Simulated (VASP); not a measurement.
Data:

```xyz
2
Lattice="0.0000 2.2771 2.2771 2.2771 0.0000 2.2771 2.2771 2.2771 0.0000" Properties=species:S:1:pos:R:3 pbc="T T T"
Zr     0.0000     0.0000     0.0000
N      2.2771     2.2771     2.2771
```

Computed with PBEsol GGA, VASP's PBE PAW potentials (set 64) (plane waves; VASP). Run with 520 eV cut-off, Gaussian smearing of 0.050 eV, potentials Zr_sv N.

Problem. Give the energies of bands 6 to 11 at the high-symmetry points, in eV from the Fermi level.

Solution. 
| band | Γ | X | U | L | W |
|---|---|---|---|---|---|
| 6 | -2.69 | -4.56 | -5.59 | -7.82 | -5.54 |
| 7 | -2.69 | -3.63 | -4.77 | -5.82 | -4.79 |
| 8 | -2.69 | -3.18 | -4.53 | -5.82 | -4.79 |
| 9 | -0.46 | -3.18 | -0.76 | 3.10 | 1.02 |
| 10 | -0.46 | 3.45 | 3.49 | 3.17 | 1.02 |
| 11 | -0.46 | 4.69 | 3.78 | 3.17 | 4.70 |

It has no gap at this level: it comes out as a metal or semimetal.

The structure was generated: ZrN was put into the rock salt type (Fm-3m), which need not be its known phase. It was relaxed first, which changed the volume by -37 %. The electron count is odd and the run is not spin-polarised, which forces a metal.
